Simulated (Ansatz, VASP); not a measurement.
# Two plane-wave programs on Ge3SbSe

INCAR

```
PREC     = Accurate       # precision mode
ENCUT    = 600            # plane-wave cutoff, eV
EDIFF    = 1E-6           # SCF threshold, eV
ISMEAR   = 0              # smearing method
SIGMA    = 0.1            # smearing width, eV
LREAL    = F              # projectors in reciprocal space
LASPH    = T              # aspherical terms in the spheres
NELM     = 60             # most SCF steps
ALGO     = Normal         # electronic algorithm
ISIF     = 3              # what is computed and relaxed
LWAVE    = F              # write WAVECAR
LCHARG   = F              # write CHGCAR
GGA      = PE             # functional
IBRION   = 2              # ionic algorithm
NSW      = 90             # ionic steps
EDIFFG   = -0.04          # ionic threshold
```

KPOINTS

```
Automatic mesh
0
Gamma
  3 3 4
```

Contents of POSCAR:

```
Ge3SbSe
1.0
    5.9485855900      0.0000000000      0.0000000000
   -2.9742928000      5.1516262400      0.0000000000
    0.0000000000      0.0000000000      4.0379074000
Ge Sb Se
3 1 1
Direct
    0.0000000000      0.0000000000      0.0000000000
    0.3333333300      0.6666666700      0.5000000000
    0.3333333300      0.6666666700      0.0000000000
    0.0000000000      0.0000000000      0.5000000000
    0.6666666700      0.3333333300      0.5000000000
```

Input for Ansatz:

```yaml
crystal:
  lattice:
    - [5.94858559, 0.0, 0.0]
    - [-2.9742928, 5.15162624, 0.0]
    - [0.0, 0.0, 4.0379074]
  atoms:
    - { symbol: Ge, position: [0.0, 0.0, 0.0] }
    - { symbol: Ge, position: [0.33333333, 0.66666667, 0.5] }
    - { symbol: Ge, position: [0.33333333, 0.66666667, 0.0] }
    - { symbol: Sb, position: [0.0, 0.0, 0.5] }
    - { symbol: Se, position: [0.66666667, 0.33333333, 0.5] }
basis:
  ecutwfc: 420
kpoints:
  mp_grid: { grid: [3, 3, 4] }
hamiltonian:
  xc: pbe
scf:
  occupations: { method: gaussian, width: 0.1 }
  lower_state_search: "off"
output:
  forces: true
  stress: true
  eigenvalues: true
relax:
  adjacent_minimum: "off"
  f_tol: 0.04
  max_steps: 70
  cell: { stress_tol: 0.4 }
```

Alike in both runs: task relaxation of cell and atoms; functional PBE; k mesh 3 × 3 × 4; occupations gaussian, width 0.1 eV; no spin polarisation.

|  | VASP | Ansatz |
| --- | --- | --- |
| version | VASP 6.6.1 | Ansatz 0.2.0 |
| potentials or method | VASP PAW PBE potentials, release 64 (Ge_d, Sb, Se) | scalar-relativistic, plane waves, PAW |
| plane-wave cutoff (eV) | 600 | 420 |
| valence electrons in the cell | 53 | 73 |

Ansatz gave:

```
gap on the k mesh at the Fermi level, each at its own relaxed structure (eV) : none
relaxed volume (Å³/atom)                                                     : 24.51
relaxed cell length with the largest relative difference (Å)                 : 5.622
energy change over the relaxation (meV/atom)                                 : -2135
```

Q: Which values does VASP return?

A: gap on the k mesh at the Fermi level, each at its own relaxed structure (eV): none; relaxed volume (Å³/atom): 24.50; relaxed cell length with the largest relative difference (Å): 5.614; energy change over the relaxation (meV/atom): -2126.

A gap of «none» marks a metal or a gap that the smearing closes. The two sets of potentials don't hold the same shells in valence.

Caveats: the k mesh is coarse (spacing up to 0.41 Å⁻¹), so the values aren't converged. Spin-orbit coupling is left out, which matters for the levels of Sb.
